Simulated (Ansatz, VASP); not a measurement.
# Cross-check of AlN between VASP and Ansatz, part 2 of 2

One calculation is typed for both programs; each brings its own data sets. How far apart do they land? The cell is taken from a series of runs on this material, whose earlier steps may have relaxed, scaled, displaced or heated it; both programs get it as it stands.

VASP 6.6.1 and Ansatz 0.2.0.

So far: Starting point; VASP: zone-centre phonons, LDA.

### 3. Ansatz: zone-centre phonons, LDA

Level of this step: Ansatz beside VASP: Kohn-Sham DFT, plane waves, LDA (Ansatz).

Ansatz runs on its PAW soft_1 files.

The same cell, functional (in two slightly different forms), mesh and smearing now go to Ansatz, which takes its cutoff from its data sets.

File input.yaml:

```yaml
crystal:
  lattice:
    - [3.0886224684, 0.0, 0.0]
    - [-1.5443112342, 2.6748255203, 0.0]
    - [0.0, 0.0, 4.9431753055]
  atoms:
    - { symbol: "N", position: [0.3333333333, 0.6666666667, 0.3813987829] }
    - { symbol: "N", position: [0.6666666667, 0.3333333333, 0.8813987829] }
    - { symbol: Al, position: [0.3333333333, 0.6666666667, -0.0013987829] }
    - { symbol: Al, position: [0.6666666667, 0.3333333333, 0.4986012171] }
total_charge: 0.040838
kpoints:
  mp_grid: { grid: [21, 21, 12] }
hamiltonian:
  xc: lda
  pseudopotentials: { kind: paw, azcp: { folder: soft_1 }, xc_functional: pbe }
scf:
  occupations: { method: fermi_dirac, width: 0.03 }
output:
  eigenvalues: true
phonons:
  method: dfpt
```

Launch:

```
ansatz run input.yaml --threads 4 --pin off --max-ram 16384MiB --backend cpu --events-out ev --progress --plain --runs-dir out
```

Numbers of over 12 decimals in the logs are rounded to 6 here.

Output:

```text
Engine: ansatz 0.2.0, aarch64-unknown-linux-gnu
Pseudopotentials: kind: paw
Pseudopotential: N, paw, valence charge 5, recommended cutoff 420 eV (normal), soft_1/N.paw.azcp
Pseudopotential: Al, paw, valence charge 3, recommended cutoff 420 eV (normal), soft_1/Al.paw.azcp
Functional definition: SPW92
  exchange = slater_x
  correlation = pw_c
Crystal: 4 atoms, lattice volume = 40.838 Å³
Basis set: ecut = 420 eV, 785 PW (Γ), exchange–correlation on 48×48×72 points (8 copies of the dense FFT grid, shifted against one another)
Bands: 12, of which v1, the nominal top of the filled ones, is band 8 counted from 1 (7 counted from 0)
Symmetry: 12 space group operations
k-points: 1397 of 5292 (irreducible under 2 space group operations, time reversal used)
Non-local potential: N, projectors of the file, l = 0: 2, l = 1: 2, l = 2: 1
Non-local potential: Al, projectors of the file, l = 0: 2, l = 1: 2, l = 2: 1
PAW form: soft (Blöchl's): semilocal exchange-correlation on the pseudo side does not see the compensation charge
PAW frozen core: N, regenerated for the run's functional, and the local potential with it (the file was generated under x = pbe(κ = 0.804, μ = 0.219515), c = pbe(β = 0.066725))
PAW frozen core: Al, regenerated for the run's functional, and the local potential with it (the file was generated under x = pbe(κ = 0.804, μ = 0.219515), c = pbe(β = 0.066725))
PAW one-centre angular grid: N, 110 points (default); XC on 64 Gauss nodes
PAW one-centre angular grid: Al, 110 points (default); XC on 64 Gauss nodes
Initial density: superposition of atomic densities (chi_scale 0.1, normalization cell, long waves kept (reshape's long-wave potential 0.00 eV rms))
Initial wavefunctions: pseudopotential atomic-orbital guess
Functional: x = slater, c = lda
SCF iter   1: F=—  HF=-1783.131995 eV  |F-HF|=—  |Δ(HF+E_count)|=         —  Δρ=1.39e-1  dr2=9.52e0  ethr=3.10e-3  ⟨swp⟩=5.7  Hψ=107661  notcnv=0
preconditioner: auto → none  [metal: Δε(μ)=0.008 eV  Ē_g=14.371 eV  σ=0.030 eV  W_gap=0.07  n_scr=2 (ndim 8)  ℏωp=23.2 eV  f_vac=0.000  D(μ)=0.48/eV (n_scr^D=2)  sad-step TF]
SCF iter   2: F=—  HF=-1780.814239 eV  |F-HF|=—  |Δ(HF+E_count)|=    2.32e0  Δρ=6.88e-2  dr2=2.48e0  ethr=3.10e-3  ⟨swp⟩=2.1  Hψ=44788  notcnv=0
SCF iter   3: F=—  HF=-1780.002261 eV  |F-HF|=—  |Δ(HF+E_count)|=   8.12e-1  Δρ=5.87e-3  dr2=1.52e-2  ethr=3.10e-3  ⟨swp⟩=2.5  Hψ=33873  notcnv=0
SCF iter   4: F=—  HF=-1779.997999 eV  |F-HF|=—  |Δ(HF+E_count)|=   4.26e-3  Δρ=4.69e-4  dr2=4.11e-5  ethr=9.50e-5  ⟨swp⟩=2.2  Hψ=34908  notcnv=0
SCF iter   5: F=—  HF=-1779.998034 eV  |F-HF|=—  |Δ(HF+E_count)|=   3.47e-5  Δρ=5.14e-5  dr2=1.02e-6  ethr=2.57e-7  ⟨swp⟩=2.8  Hψ=27153  notcnv=0
SCF iter   6: F=—  HF=-1779.998034 eV  |F-HF|=—  |Δ(HF+E_count)|=   1.31e-7  Δρ=5.53e-6  dr2=9.07e-9  ethr=6.41e-9  ⟨swp⟩=2.0  Hψ=25321  notcnv=0
SCF iter   7: F=—  HF=-1779.998034 eV  |F-HF|=—  |Δ(HF+E_count)|=   4.05e-9  Δρ=7.64e-7  dr2=1.42e-10  ethr=5.68e-11  ⟨swp⟩=2.0  Hψ=27382  notcnv=0
SCF iter   8: F=-1779.998034 eV  HF=-1779.998034 eV  |F-HF|=2.27e-13  |Δ(HF+E_count)|=  1.80e-11  Δρ=7.81e-8  dr2=8.32e-13  ethr=1.00e-12  ⟨swp⟩=5.0  Hψ=65746  notcnv=0
SCF 1 converged in 8 iterations: F = -1779.998034 eV  dr2 = 8.32e-13
  greatest PAW one-centre occupation: 0.783 electrons in one spin orbital (limit 2), on the N atom at site 1 (counted from 0), in its partial waves of l = 0
DFPT response loops at Γ: preconditioner auto → Kerker (q_TF=auto, 2.333 Å⁻¹) (partly filled bands, converged f_vac=0.000); β = 1.00, the filter's whole step (`scf.mixing.beta` (0.50) is not read by the response loops under this deck's `scf.mixing.preconditioner`; to damp them name `kerker` or `kerker_dos`, under which they read `scf.mixing.beta`, and type it under 1.00, their step now; both keys bind the ground state too); Broyden in place of MSR1
SCF converged after 8 iterations
Free energy (F): -1779.998034 eV
Harris-Foulkes:  -1779.998034 eV  (|F-HF|=2.27e-13)
Internal energy: -1779.996746 eV  (E = F + TS)
E sigma→0 (E₀):  -1779.997390 eV
Entropy (-TS):   -0.001288 eV (-0.322 meV/atom)
Fermi energy:    6.906912 eV
--- Per-component energies (eV) ---
  E_band       = 28.898126
  E_kinetic    = 313.200594
  E_local      = -417.395611  (includes V_loc(G=0)·N_el)
  E_nonlocal   = 93.350995
  E_hartree    = 152.043065
  E_xc         = -195.929258
  E_vxc        = -213.253418  (∫ρ·V_xc dr)
  E_paw        = -1129.247585  (= ΣΔE_a)
  E_vpaw       = -51.092213  (= ΣTr[D̂ρ^β])
  E_aug_tail   = 0.001639  (compensation charges beyond the density's cutoff)
  E_ewald      = -596.292104
  E_core_change = 0.271521  (= ΣΔE_core)
  E_smearing   = -0.001288  (= −TS)
  E_closure    = -0.000000  (closes the sum)
  E_deformation_potential = 0.717345  (in the stress; not in F)
  Σ components = -1779.998034   (vs F -1779.998034, Δ=0.00e0)
--- Band table (eV; the first three rows and the last of 1397) ---
  k-point 0: bands = [... 4 lower, 6.1889, 6.8459, 6.8459, 7.0772, 11.5130, 13.8427, 17.7519, 18.2166]
  k-point 1: bands = [... 4 lower, 6.1995, 6.8340, 6.8340, 6.9150, 11.6456, 13.8631, 17.7031, 18.2051]
  k-point 2: bands = [... 4 lower, 6.2305, 6.4816, 6.7992, 6.7992, 11.9895, 13.9166, 17.5726, 18.1848]
  k-point 1396: bands = [... 4 lower, 4.2115, 4.2115, 6.0441, 6.0441, 13.6739, 13.6739, 16.2459, 16.2459]
--- Phonons (Γ-DFPT): 4 representative perturbations + reference, on 1397 of 5292 k-points (Σ response iterations 12) ---
  k mesh reduced under 2 symmetry operations, with k and −k counted as one. Each operation leaves every solved perturbation unchanged. A smaller set is not used because it would not reduce the number of displacements times k-points to solve
  ASR residual: 6.906e-6 → 0.000e0 eV/Å²; symmetrization residual: 4.187e-6 eV/Å²
  ASR residual per site (eV/Å²): 6.91e-6 6.91e-6 3.92e-6 3.92e-6
  Γ frequencies (cm⁻¹): 0.00 0.00 0.00 235.28 235.28 547.44 600.96 668.70 668.70 675.43 675.43 724.57
  non-analytic LO–TO correction: not included (Born effective charges unavailable; polar crystals: no LO–TO splitting at Γ)
```

### 4. Differences

Known differences besides the potentials themselves: the two LDA forms differ slightly; the cutoff is 420 eV in Ansatz and 600 eV in VASP; VASP's log shows a relativistic correction to its local exchange, Ansatz's none. Total energies have different zeros and are not compared.

Both answers:

| quantity | Ansatz | VASP | difference |
| --- | --- | --- | --- |
| optical mode 1 to 2 (cm⁻¹) | 235.3 | 235.1 | +0.07 % |
| optical mode 3 (cm⁻¹) | 547.4 | 549.1 | -0.31 % |
| optical mode 4 (cm⁻¹) | 601.0 | 606.5 | -0.92 % |
| optical mode 5 to 6 (cm⁻¹) | 668.7 | 675.4 | -0.99 % |
| optical mode 7 to 8 (cm⁻¹) | 675.4 | 681.5 | -0.90 % |
| optical mode 9 (cm⁻¹) | 724.6 | 728.6 | -0.56 % |

Modes are paired by rising frequency, not by their patterns, so a pair may set unlike modes beside each other; they are those without the splitting of longitudinal modes. The cell carries a charge of +0.040838 e against a uniform background, so its pressure also hangs on how the neutralising background is counted, and in a defect's cell a gap may be the spacing between its levels.

### 5. What came out

```yaml
r_m_s_difference_of_the_optical_zone_centre_modes_each_program_s_sorted_by_frequency_zone_centre_phonons_lda: 4.9 cm⁻¹
difference_in_optical_mode_5_to_6_zone_centre_phonons_lda: -1.0 %
```

The r.m.s. difference of the optical zone-centre modes, each program's sorted by frequency is 4.9 cm⁻¹ (zone-centre phonons, LDA). Among the rows given in per cent, the largest difference of the zone-centre phonons, LDA pair is in optical mode 5 to 6, -1.0 %. Such differences can come from data sets, numerical settings and the points named under the comparisons, not from the functional's error against experiment.

[Lines on the potential files, build, host, timing and source positions are cut from VASP's logs without a mark.]

[Logs are printed without paths, hosts, clocks, repeated set-up lines and the standing remarks that a program may print on its own settings, such as how far it seeks lower states.]

[Hosts, paths, dates, database ids (printed as entryN), source tags and the programs' standing remarks are cut or masked in the printed files.]
